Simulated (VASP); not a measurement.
OSZICAR of a VASP run on SiO₂ (rutile):

File OSZICAR:
```
       N       E                     dE             d eps       ncg     rms          rms(c)
DAV:   1     0.184417553167E+03    0.18442E+03   -0.20252E+04  1200   0.178E+03
DAV:   2    -0.453601849833E+02   -0.22978E+03   -0.22044E+03  1652   0.344E+02
DAV:   3    -0.531501371143E+02   -0.77900E+01   -0.77670E+01  1440   0.683E+01
DAV:   4    -0.532087371901E+02   -0.58600E-01   -0.58550E-01  1424   0.672E+00
DAV:   5    -0.532093428464E+02   -0.60566E-03   -0.60558E-03  1392   0.676E-01    0.172E+01
DAV:   6    -0.490257447652E+02    0.41836E+01   -0.16181E+01  1348   0.284E+01    0.814E+00
DAV:   7    -0.489966230124E+02    0.29122E-01   -0.52526E-01  1408   0.487E+00    0.303E+00
DAV:   8    -0.489875140535E+02    0.91090E-02   -0.18118E-02  1348   0.140E+00    0.100E+00
DAV:   9    -0.489876483981E+02   -0.13434E-03   -0.46788E-03  1420   0.729E-01    0.264E-01
DAV:  10    -0.489877478593E+02   -0.99461E-04   -0.32434E-04  1400   0.159E-01    0.355E-02
DAV:  11    -0.489877290480E+02    0.18811E-04   -0.80136E-05  1408   0.695E-02    0.670E-03
DAV:  12    -0.489877291626E+02   -0.11457E-06   -0.54353E-06  1352   0.176E-02
   1 F= -.46093163E+02 E0= -.46093163E+02  d E =-.460932E+02
       N       E                     dE             d eps       ncg     rms          rms(c)
DAV:   1    -0.490589627905E+02   -0.71234E-01   -0.46751E+00  1368   0.201E+01    0.355E+00
DAV:   2    -0.488820577097E+02    0.17691E+00   -0.63684E-01  1352   0.620E+00    0.775E-01
DAV:   3    -0.488758699034E+02    0.61878E-02   -0.30848E-02  1352   0.129E+00    0.326E-01
DAV:   4    -0.488742640373E+02    0.16059E-02   -0.19316E-03  1356   0.356E-01    0.100E-01
DAV:   5    -0.488741330378E+02    0.13100E-03   -0.24634E-04  1400   0.121E-01    0.386E-02
DAV:   6    -0.488741400192E+02   -0.69813E-05   -0.64037E-06  1324   0.218E-02    0.790E-03
DAV:   7    -0.488741411645E+02   -0.11454E-05   -0.28205E-06  1016   0.128E-02    0.176E-03
DAV:   8    -0.488741412874E+02   -0.12285E-06   -0.13540E-07   724   0.286E-03
   2 F= -.46081258E+02 E0= -.46081258E+02  d E =0.119056E-01
       N       E                     dE             d eps       ncg     rms          rms(c)
DAV:   1    -0.490207458672E+02   -0.14660E+00   -0.16025E+00  1364   0.116E+01    0.207E+00
DAV:   2    -0.489591750242E+02    0.61571E-01   -0.22639E-01  1336   0.371E+00    0.437E-01
DAV:   3    -0.489571709757E+02    0.20040E-02   -0.97976E-03  1340   0.724E-01    0.209E-01
DAV:   4    -0.489566052213E+02    0.56575E-03   -0.57678E-04  1344   0.194E-01    0.698E-02
DAV:   5    -0.489565384957E+02    0.66726E-04   -0.96243E-05  1380   0.735E-02    0.207E-02
DAV:   6    -0.489565367278E+02    0.17679E-05   -0.24077E-06  1100   0.137E-02    0.522E-03
DAV:   7    -0.489565357827E+02    0.94512E-06   -0.79294E-07   720   0.701E-03
   3 F= -.46104177E+02 E0= -.46104177E+02  d E =-.110140E-01
       N       E                     dE             d eps       ncg     rms          rms(c)
DAV:   1    -0.489537087237E+02    0.28280E-02   -0.43814E-01  1220   0.566E+00    0.216E-01
DAV:   2    -0.489541750161E+02   -0.46629E-03   -0.12226E-02  1424   0.892E-01    0.956E-02
DAV:   3    -0.489539094645E+02    0.26555E-03   -0.27467E-04  1400   0.169E-01    0.408E-02
DAV:   4    -0.489538666859E+02    0.42779E-04   -0.17752E-04  1388   0.117E-01    0.841E-03
DAV:   5    -0.489538679537E+02   -0.12678E-05   -0.19941E-05  1372   0.368E-02    0.546E-03
DAV:   6    -0.489538678573E+02    0.96403E-07   -0.57686E-07   732   0.657E-03
   4 F= -.46104940E+02 E0= -.46104940E+02  d E =-.762523E-03
       N       E                     dE             d eps       ncg     rms          rms(c)
DAV:   1    -0.489544950541E+02   -0.62710E-03   -0.13232E-02  1216   0.982E-01    0.374E-02
DAV:   2    -0.489545093029E+02   -0.14249E-04   -0.36615E-04  1420   0.154E-01    0.166E-02
DAV:   3    -0.489545015584E+02    0.77444E-05   -0.82915E-06  1396   0.293E-02    0.710E-03
DAV:   4    -0.489545003509E+02    0.12075E-05   -0.50970E-06  1324   0.199E-02    0.144E-03
DAV:   5    -0.489545003250E+02    0.25958E-07   -0.53737E-07   672   0.614E-03
   5 F= -.46104975E+02 E0= -.46104975E+02  d E =-.797454E-03
```

### Question
Which electronic solver shows in the log?

### Answer
It is blocked Davidson (ALGO = Normal, or the opening steps of other solvers). The INCAR had ALGO = Normal.

### Question
Can the final energy be trusted as converged?

### Answer
The run converged. It stopped with EDIFF = 1E-6, NELM = 100, NSW = 40 and EDIFFG = -0.02 after 5 ionic steps (PBEsol GGA, plane waves, VASP's PBE PAW potentials (set 64)).

The compound is SiO2 in the rutile structure, stishovite, a high-pressure form. This run relaxes it under an external pressure of 10 GPa. Symmetry was kept, so distortions that lower it aren't found.
